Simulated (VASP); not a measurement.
**BP (zinc blende): computed properties**

These are PBEsol GGA, VASP's PBE PAW potentials (set 64) (plane waves; VASP) values and carry that method's errors.

```yaml
space_group: F-43m (216)
cell: a = b = c = 4.5211 Å, α = β = γ = 90.00°
volume_per_atom: 11.55 Å³/atom
band gap (over mesh and band path): 1.11 eV
smallest direct gap (over mesh and band path): 3.37 eV
hill_bulk_modulus: 169 GPa
hill_shear_modulus: 1640 kbar
Poisson's ratio: 0.135
band_edge_character: indirect, Γ to Γ-X at 0.86
density: 3.00 g/cm³
mean ε∞ (DFPT): 9.34
mean ε∞ (independent particles): 9.74
C11: 346 GPa
C12: 81.0 GPa
C44: 188 GPa
```

```
CELL_PARAMETERS angstrom
      0.00000     2.26055     2.26055
      2.26055     0.00000     2.26055
      2.26055     2.26055     0.00000
ATOMIC_POSITIONS crystal
  B  0.00000 0.00000 0.00000
  P  0.25000 0.25000 0.25000
```

Measured: a 4.525 Å at 0 K (computed value off by -0.1 %), as given by Daniel Mejia-Rodriguez et al., Physical Review B (2018), arXiv:1807.09216 [static lattice: zero-point anharmonic expansion removed]; bulk modulus 172 GPa (computed value off by -1.5 %), as given by M. Råsander et al., The Journal of Chemical Physics (2015), arXiv:1505.02379. The calculation is for a static lattice, while the measured bulk modulus holds thermal and zero-point effects, which are part of the difference.

The compound is BP in the zinc blende structure. It was relaxed first. Symmetry was kept, so distortions that lower it aren't found.
